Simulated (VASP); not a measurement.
Consider the following.

```yaml
crystal:
  lattice:
    - [2.58682, -4.48051, 0.00000]
    - [2.58682, 4.48051, 0.00000]
    - [0.00000, 0.00000, 4.14900]
  atoms:
    - { symbol: Ni, position: [0.84049, 0.68098, 0.25000] }
    - { symbol: Ni, position: [0.15951, 0.84049, 0.75000] }
    - { symbol: Ni, position: [0.31902, 0.15951, 0.25000] }
    - { symbol: Ni, position: [0.15951, 0.31902, 0.75000] }
    - { symbol: Ni, position: [0.84049, 0.15951, 0.25000] }
    - { symbol: Ni, position: [0.68098, 0.84049, 0.75000] }
    - { symbol: Sn, position: [0.33333, 0.66667, 0.25000] }
    - { symbol: Sn, position: [0.66667, 0.33333, 0.75000] }
```

Level of theory: LDA (Ceperley-Alder, Perdew-Zunger), VASP's LDA PAW potentials (set 64) (plane waves; VASP). Run with 400 eV cut-off, Gaussian smearing of 0.050 eV, potentials Ni Sn_d.

Problem. Give the energies of bands 35 to 48 at the high-symmetry points, in eV from the Fermi level.

Solution. 
```tsv
band	Γ	M	K	A	L	H
35	-1.17	-1.29	-1.14	-1.38	-1.33	-1.26
36	-1.07	-1.25	-1.11	-1.38	-1.33	-1.26
37	-1.07	-1.17	-1.11	-0.90	-1.09	-0.99
38	-0.91	-1.13	-1.10	-0.90	-1.09	-0.99
39	-0.91	-1.10	-1.10	-0.90	-0.94	-0.94
40	-0.58	-0.93	-1.10	-0.90	-0.94	-0.94
41	-0.41	-0.89	-0.85	-0.35	-0.65	-0.79
42	-0.27	-0.45	-0.85	-0.35	-0.65	-0.79
43	-0.26	-0.34	-0.35	-0.34	-0.44	-0.45
44	0.16	0.28	1.77	-0.34	-0.44	-0.45
45	0.23	1.58	1.77	-0.11	0.29	-0.38
46	0.23	2.07	2.01	-0.11	0.29	-0.38
47	1.04	2.53	2.58	-0.11	0.61	2.61
48	1.04	3.07	2.59	-0.11	0.61	2.61
```

It has no gap at this level: it comes out as a metal or semimetal.

The compound is Ni3Sn in the sg194 structure. It was relaxed first, which changed the volume by -7 %. The run is not spin-polarised, so no magnetic state was tried.
